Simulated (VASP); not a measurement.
VASP input:

### INCAR
```
ALGO = Normal
EDIFF = 1E-7
ENCUT = 400
GGA = PS
ISIF = 2
ISMEAR = -5
LASPH = .True.
LCHARG = .True.
LEFG = .True.
LMAXMIX = 4
LORBIT = 11
LREAL = .False.
LWAVE = .False.
NEDOS = 601
NELM = 100
PREC = Accurate
SYSTEM = K(Cu2As)2
```

File KPOINTS:
```
Automatic mesh
0
Gamma
10 10 10
0 0 0
```

**POSCAR**
```
K(Cu2As)2
1
    2.0345751591     1.1746627652     8.5470161695
   -2.0345751591     1.1746627652     8.5470161695
   -0.0000000000    -2.3493245434     8.5470161707
K Cu As
1 4 2
Direct
  0.0000000000   0.0000000000   1.0000000000
  0.8544347863   0.8544347863   0.8544347863
  0.1455652137   0.1455652137   0.1455652137
  0.5529527607   0.5529527607   0.5529527607
  0.4470472393   0.4470472393   0.4470472393
  0.7586909338   0.7586909338   0.7586909338
  0.2413090662   0.2413090662   0.2413090662
```

POTCAR, in this order: K_sv Cu As (PBE.64 set). Program: vasp_std.

Write an equivalent input for Ansatz.

One equivalent input (not run):
Ansatz 0.2 input:
```yaml
crystal:
  lattice:
    - [2.0345752, 1.1746628, 8.5470162]
    - [-2.0345752, 1.1746628, 8.5470162]
    - [0.0000000, -2.3493245, 8.5470162]
  atoms:
    - { symbol: K, position: [0.0000000, 0.0000000, 1.0000000] }
    - { symbol: Cu, position: [0.8544348, 0.8544348, 0.8544348] }
    - { symbol: Cu, position: [0.1455652, 0.1455652, 0.1455652] }
    - { symbol: Cu, position: [0.5529528, 0.5529528, 0.5529528] }
    - { symbol: Cu, position: [0.4470472, 0.4470472, 0.4470472] }
    - { symbol: As, position: [0.7586909, 0.7586909, 0.7586909] }
    - { symbol: As, position: [0.2413091, 0.2413091, 0.2413091] }
kpoints:
  mp_grid: { grid: [10, 10, 10] }
hamiltonian:
  xc: pbesol
  pseudopotentials: { kind: paw }
scf:
  occupations: { method: tetrahedron }
  max_iter: 100
output: { forces: true, stress: true, eigenvalues: true }
```
What does not carry over: each code has its own PAW files, so the cut-off isn't converted (ENCUT is set for VASP's; basis.ecutwfc is left out, and Ansatz then takes the one that its files recommend); Ansatz stops its SCF on the density residual and VASP on the energy change (EDIFF); the field gradients of LEFG aren't asked of the other code.

The structure comes from a computed database's Cu4KAs2 entry (R-3m); how it stands against other phases isn't given here. It was relaxed first.
